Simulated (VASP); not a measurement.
All values below come from r2SCAN meta-GGA, VASP's PBE PAW potentials (set 64) (plane waves; VASP).

Input for VASP

**INCAR**
```
SYSTEM = TiGe
PREC = Accurate
ENCUT = 400
EDIFF = 1E-6
NELM = 100
ALGO = Normal
LREAL = .FALSE.
LASPH = .TRUE.
ISMEAR = 1
SIGMA = 0.1
METAGGA = R2SCAN
LMIXTAU = .TRUE.
LMAXMIX = 4
LWAVE = .FALSE.
LCHARG = .FALSE.
IBRION = 2
ISIF = 3
NSW = 60
EDIFFG = -0.02
```

File POSCAR:
```
TiGe
1.0
  3.4934957986   0.0000000807   0.0000000000
 -1.7467482576   3.0254563743   0.0000000000
  0.0000000000   0.0000000000   6.5334279832
Ti Ge
2 2
Direct
  1.0000000000   0.0000000000   0.0000000000
  1.0000000000   0.0000000000   0.5000000000
  0.3333330000   0.6666670000   0.2500000000
  0.6666670000   0.3333330000   0.7500000000
```

KPOINTS:
```
Automatic mesh
0
Gamma
9 9 5
0 0 0
```

POTCAR, in this order: Ti_sv Ge_d (PBE.64 set). Program: vasp_std.

The resulting files:

OUTCAR:
```
 ion  position               nearest neighbor table
   1  0.000  0.000  0.000-   3 2.60   4 2.60   4 2.60   3 2.60   4 2.60   3 2.60
   2  0.000  0.000  0.500-   3 2.60   4 2.60   4 2.60   3 2.60   4 2.60   3 2.60
   3  0.333  0.667  0.250-   1 2.60   2 2.60   1 2.60   2 2.60   1 2.60   2 2.60
   4  0.667  0.333  0.750-   1 2.60   2 2.60   1 2.60   2 2.60   1 2.60   2 2.60
  LATTYP: Found a hexagonal cell.
 ALAT       =     3.4934957986
 C/A-ratio  =     1.8701691257
 Subroutine PRICEL returns:
 Original cell was already a primitive cell.
 Subroutine GETGRP returns: Found 24 space group operations
The static configuration has the point symmetry D_3d.
 The point group associated with its full space group is D_6h.
The dynamic configuration has the point symmetry D_3d.
 Subroutine INISYM returns: Found 24 space group operations
 Subroutine IBZKPT returns following result:
 Found     36 irreducible k-points:

 Following reciprocal coordinates:
            Coordinates               Weight
  0.000000  0.000000  0.000000      1.000000
  0.111111  0.000000  0.000000      6.000000
  0.222222  0.000000  0.000000      6.000000
  0.333333 -0.000000  0.000000      6.000000
  0.444444  0.000000  0.000000      6.000000
...
```

File OSZICAR:
```
       N       E                     dE             d eps       ncg     rms          rms(c)
DAV:   1     0.476905373170E+03    0.47691E+03   -0.23617E+04  2588   0.352E+03
DAV:   2     0.174069311387E+02   -0.45950E+03   -0.45238E+03  2232   0.734E+02
DAV:   3    -0.612514021155E+02   -0.78658E+02   -0.77657E+02  3109   0.218E+02
DAV:   4    -0.681500779670E+02   -0.68987E+01   -0.68662E+01  3362   0.588E+01
DAV:   5    -0.684425174817E+02   -0.29244E+00   -0.29240E+00  3168   0.985E+00    0.173E+01
DAV:   6    -0.586265726287E+02    0.98159E+01   -0.43350E+01  2863   0.509E+01    0.417E+00
DAV:   7    -0.556856296081E+02    0.29409E+01   -0.39896E+00  2931   0.174E+01    0.239E+00
DAV:   8    -0.551562542491E+02    0.52938E+00   -0.12407E+00  3063   0.566E+00    0.132E+00
DAV:   9    -0.555539074943E+02   -0.39765E+00   -0.36840E-01  2625   0.325E+00    0.526E-01
DAV:  10    -0.555512602331E+02    0.26473E-02   -0.87154E-02  2799   0.193E+00    0.186E-01
DAV:  11    -0.555744983622E+02   -0.23238E-01   -0.32984E-02  2604   0.102E+00    0.156E-01
DAV:  12    -0.555721873789E+02    0.23110E-02   -0.32702E-03  2912   0.351E-01    0.146E-01
DAV:  13    -0.555748205308E+02   -0.26332E-02   -0.26209E-03  2725   0.305E-01    0.434E-02
DAV:  14    -0.555747858414E+02    0.34689E-04   -0.16756E-03  2633   0.270E-01    0.254E-02
DAV:  15    -0.555750080553E+02   -0.22221E-03   -0.19538E-04  2630   0.105E-01    0.168E-02
DAV:  16    -0.555750626873E+02   -0.54632E-04   -0.20032E-05  2798   0.335E-02    0.177E-02
DAV:  17    -0.555751792017E+02   -0.11651E-03   -0.72240E-05  2377   0.530E-02    0.571E-03
DAV:  18    -0.555751969709E+02   -0.17769E-04   -0.11575E-05  2235   0.205E-02    0.278E-03
DAV:  19    -0.555752029318E+02   -0.59609E-05   -0.15186E-06  2006   0.104E-02    0.169E-03
DAV:  20    -0.555752017688E+02    0.11630E-05   -0.25835E-07  1767   0.513E-03    0.998E-04
DAV:  21    -0.555752033141E+02   -0.15453E-05   -0.49769E-07  1676   0.547E-03    0.519E-04
DAV:  22    -0.555752022225E+02    0.10916E-05   -0.10009E-07  1746   0.289E-03    0.169E-04
DAV:  23    -0.555752030837E+02   -0.86122E-06   -0.42798E-08  1690   0.172E-03
   1 F= -.55575203E+02 E0= -.55575749E+02  d E =-.555752E+02
       N       E                     dE             d eps       ncg     rms          rms(c)
DAV:   1    -0.570065464625E+02   -0.14313E+01   -0.30538E+01  2924   0.754E+01    0.875E+00
DAV:   2    -0.558857290950E+02    0.11208E+01   -0.77865E+00  2859   0.245E+01    0.318E+00
DAV:   3    -0.556511906344E+02    0.23454E+00   -0.87531E-01  3029   0.787E+00    0.168E+00
DAV:   4    -0.555945059424E+02    0.56685E-01   -0.23572E-01  3428   0.360E+00    0.768E-01
DAV:   5    -0.555957544449E+02   -0.12485E-02   -0.15349E-02  2983   0.119E+00    0.519E-01
DAV:   6    -0.555946846876E+02    0.10698E-02   -0.16472E-02  2505   0.950E-01    0.113E-01
DAV:   7    -0.555988713184E+02   -0.41866E-02   -0.10264E-02  2987   0.653E-01    0.101E-01
DAV:   8    -0.555991371582E+02   -0.26584E-03   -0.54106E-04  2847   0.205E-01    0.635E-02
DAV:   9    -0.555989545685E+02    0.18259E-03   -0.23655E-04  2556   0.133E-01    0.177E-02
DAV:  10    -0.555990903855E+02   -0.13582E-03   -0.91731E-05  2247   0.835E-02    0.551E-03
DAV:  11    -0.555990421291E+02    0.48256E-04   -0.28359E-05  2377   0.368E-02    0.976E-03
DAV:  12    -0.555990354419E+02    0.66872E-05   -0.13169E-06  1960   0.814E-03    0.734E-03
DAV:  13    -0.555990439339E+02   -0.84920E-05   -0.34082E-06  1965   0.143E-02    0.176E-03
DAV:  14    -0.555990521524E+02   -0.82185E-05   -0.47909E-07  1606   0.600E-03    0.707E-04
DAV:  15    -0.555990488973E+02    0.32551E-05   -0.93437E-08  1515   0.265E-03    0.205E-04
DAV:  16    -0.555990520622E+02   -0.31650E-05   -0.33222E-08  1473   0.163E-03    0.185E-04
DAV:  17    -0.555990508519E+02    0.12103E-05   -0.13145E-08  1438   0.964E-04    0.575E-05
DAV:  18    -0.555990509501E+02   -0.98178E-07   -0.79040E-09  1431   0.639E-04
   2 F= -.55599051E+02 E0= -.55599816E+02  d E =-.238479E-01
       N       E                     dE             d eps       ncg     rms          rms(c)
DAV:   1    -0.557195508060E+02   -0.12050E+00   -0.24341E+00  3035   0.200E+01    0.251E+00
DAV:   2    -0.556239221014E+02    0.95629E-01   -0.50838E-01  2916   0.659E+00    0.913E-01
DAV:   3    -0.556068095617E+02    0.17113E-01   -0.53138E-02  3037   0.203E+00    0.432E-01
DAV:   4    -0.556028592874E+02    0.39503E-02   -0.13823E-02  3372   0.857E-01    0.215E-01
DAV:   5    -0.556033316852E+02   -0.47240E-03   -0.24062E-03  3090   0.470E-01    0.974E-02
DAV:   6    -0.556030519505E+02    0.27973E-03   -0.10668E-03  3106   0.234E-01    0.431E-02
DAV:   7    -0.556035449384E+02   -0.49299E-03   -0.90543E-04  2739   0.215E-01    0.232E-02
DAV:   8    -0.556034683304E+02    0.76608E-04   -0.68499E-05  2895   0.700E-02    0.161E-02
DAV:   9    -0.556034463724E+02    0.21958E-04   -0.20386E-05  2222   0.284E-02    0.531E-03
DAV:  10    -0.556033865129E+02    0.59859E-04   -0.17094E-05  3144   0.289E-02    0.484E-03
DAV:  11    -0.556034111619E+02   -0.24649E-04   -0.38974E-06  1956   0.149E-02    0.338E-03
DAV:  12    -0.556034123678E+02   -0.12059E-05   -0.41979E-07  1560   0.431E-03    0.165E-03
DAV:  13    -0.556034109134E+02    0.14544E-05   -0.25465E-07  1396   0.354E-03    0.429E-04
DAV:  14    -0.556034103401E+02    0.57328E-06   -0.98762E-08  1354   0.229E-03
   3 F= -.55603410E+02 E0= -.55604247E+02  d E =-.282073E-01
       N       E                     dE             d eps       ncg     rms          rms(c)
DAV:   1    -0.556855257249E+02   -0.82115E-01   -0.33765E+00  2419   0.194E+01    0.205E+00
DAV:   2    -0.556421586127E+02    0.43367E-01   -0.19842E-01  2303   0.364E+00    0.122E+00
DAV:   3    -0.556174070308E+02    0.24752E-01   -0.43187E-02  2989   0.195E+00    0.114E-01
DAV:   4    -0.556170751276E+02    0.33190E-03   -0.11277E-02  2447   0.955E-01    0.834E-02
DAV:   5    -0.556163995912E+02    0.67554E-03   -0.12031E-03  2636   0.257E-01    0.508E-02
DAV:   6    -0.556166069253E+02   -0.20733E-03   -0.37261E-04  2488   0.156E-01    0.137E-02
DAV:   7    -0.556164573757E+02    0.14955E-03   -0.19770E-04  2262   0.115E-01    0.646E-03
DAV:   8    -0.556164704414E+02   -0.13066E-04   -0.18415E-05  2558   0.416E-02    0.308E-03
DAV:   9    -0.556164566298E+02    0.13812E-04   -0.74535E-06  2218   0.214E-02    0.229E-03
DAV:  10    -0.556164670732E+02   -0.10443E-04   -0.19153E-06  1920   0.127E-02    0.813E-04
DAV:  11    -0.556164639203E+02    0.31529E-05   -0.22973E-07  1473   0.491E-03    0.424E-04
DAV:  12    -0.556164654965E+02   -0.15762E-05   -0.74443E-08  1445   0.251E-03    0.268E-04
DAV:  13    -0.556164652984E+02    0.19809E-06   -0.27349E-08  1438   0.140E-03
   4 F= -.55616465E+02 E0= -.55616950E+02  d E =-.130550E-01
       N       E                     dE             d eps       ncg     rms          rms(c)
DAV:   1    -0.556325763711E+02   -0.16111E-01   -0.71246E-01  2428   0.890E+00    0.942E-01
DAV:   2    -0.556234175239E+02    0.91588E-02   -0.42343E-02  2318   0.170E+00    0.557E-01
DAV:   3    -0.556182145422E+02    0.52030E-02   -0.92227E-03  3243   0.104E+00    0.537E-02
DAV:   4    -0.556181910813E+02    0.23461E-04   -0.24253E-03  2467   0.445E-01    0.396E-02
DAV:   5    -0.556180204773E+02    0.17060E-03   -0.25469E-04  2661   0.119E-01    0.231E-02
DAV:   6    -0.556180714428E+02   -0.50966E-04   -0.80527E-05  2489   0.709E-02    0.613E-03
DAV:   7    -0.556180380650E+02    0.33378E-04   -0.41052E-05  2133   0.511E-02    0.321E-03
DAV:   8    -0.556180448008E+02   -0.67357E-05   -0.35856E-06  2119   0.191E-02    0.144E-03
DAV:   9    -0.556180386120E+02    0.61887E-05   -0.17554E-06  1863   0.106E-02    0.980E-04
DAV:  10    -0.556180433369E+02   -0.47249E-05   -0.55248E-07  1459   0.671E-03    0.287E-04
DAV:  11    -0.556180429956E+02    0.34130E-06   -0.67925E-08  1452   0.244E-03
   5 F= -.55618043E+02 E0= -.55618197E+02  d E =-.146327E-01
```

OUTCAR:
```
------------------------ aborting loop because EDIFF is reached ----------------------------------------
  FORCE on cell =-STRESS in cart. coord.  units (eV):
  Direction    XX          YY          ZZ          XY          YZ          ZX
  --------------------------------------------------------------------------------------
  Total        0.0567869      0.0567869      0.0161034     -0.0000000      0.0000000      0.0000000
  in kB        1.2776302      1.2776305      0.3623056     -0.0000001      0.0000000      0.0000000
  external PRESSURE =       0.9725221 kB  Pullay stress =       0.0000000 kB
  volume of cell :       71.21
      direct lattice vectors                 reciprocal lattice vectors
     3.580922068  0.000000074  0.000000000     0.279257680  0.161229515 -0.000000000
    -1.790461409  3.101169771  0.000000000    -0.000000007  0.322458963 -0.000000000
     0.000000000  0.000000000  6.412585178    -0.000000000 -0.000000000  0.155943348
 POSITION                                       TOTAL-FORCE (eV/Angst)
 -----------------------------------------------------------------------------------
      0.00000      0.00000      0.00000        -0.000000     -0.000000     -0.000000
      0.00000      0.00000      3.20629        -0.000000     -0.000000     -0.000000
     -0.00000      2.06745      1.60315         0.000000     -0.000000      0.000000
      1.79046      1.03372      4.80944        -0.000000      0.000000     -0.000000
 -----------------------------------------------------------------------------------
    total drift:                                0.000000     -0.000000      0.000000
  FREE ENERGIE OF THE ION-ELECTRON SYSTEM (eV)
  ---------------------------------------------------
  free  energy   TOTEN  =       -55.6180429956 eV

  energy  without entropy=      -55.6185052953  energy(sigma->0) =      -55.61819710

 reached required accuracy - stopping structural energy minimisation
```
(Selected blocks of OUTCAR.)

CONTCAR:
```
TiGe
   1.00000000000000
     3.5809220681677756    0.0000000743212405    0.0000000000000000
    -1.7904614086236557    3.1011697709125237    0.0000000000000000
     0.0000000000000000    0.0000000000000000    6.4125851780514589
  Ti              Ge
     2     2
Direct
     0.0000000000000000    0.0000000000000000    0.0000000000000000
     0.0000000000000000    0.0000000000000000    0.5000000000000000
     0.3333330000000032    0.6666669999999968    0.2500000000000000
     0.6666669999999968    0.3333330000000032    0.7500000000000000
```

Energy and stress use the plane-wave basis of the starting cell.

The structure was generated: TiGe was put into the NiAs type (P6_3/mmc), which need not be its known phase. This run relaxes it. Symmetry was kept, so distortions that lower it aren't found. The start is the result of an earlier pass.
